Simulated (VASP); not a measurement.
```
Ca
1.0
   -2.24000     2.24000     2.24000
    2.24000    -2.24000     2.24000
    2.24000     2.24000    -2.24000
Ca
1
Cartesian
  0.00000   0.00000   0.00000
```

Computed with r2SCAN meta-GGA, VASP's PBE PAW potentials (set 64) (plane waves; VASP). Run with 400 eV cut-off, 10×10×10 Γ-centred mesh, first-order Methfessel-Paxton smearing of 0.10 eV, potentials Ca_sv.

Energy and stress use the plane-wave basis of the starting cell.

### Question
The ions, cell shape and volume are relaxed. Predict the relaxed structure.

### Answer

```
Ca
1.0
   -2.21563     2.21563     2.21563
    2.21563    -2.21563     2.21563
    2.21563     2.21563    -2.21563
Ca
1
Direct
  0.00000   0.00000   0.00000
```
Space group Im-3m (229), at a tolerance of 0.03 Å.

### Question
How do energy and volume change from the first to the last step?

### Answer
The energy (σ→0) changes by -2.7 meV/atom and the volume by -3.2 %, in 3 ionic steps.

| step | E(σ→0) (eV) | max force (eV/Å) | pressure (GPa) | volume (Å³) |
|---|---|---|---|---|
| 1 | -7.0154 | 0.000 | -0.58 | 44.96 |
| 2 | -7.0179 | 0.000 | -0.17 | 43.91 |
| 3 | -7.0181 | 0.000 | -0.01 | 43.51 |

The structure comes from a measured Ca entry (Im-3m) of the Crystallography Open Database, whose conditions weren't checked. This run relaxes it. Symmetry was kept, so distortions that lower it aren't found.
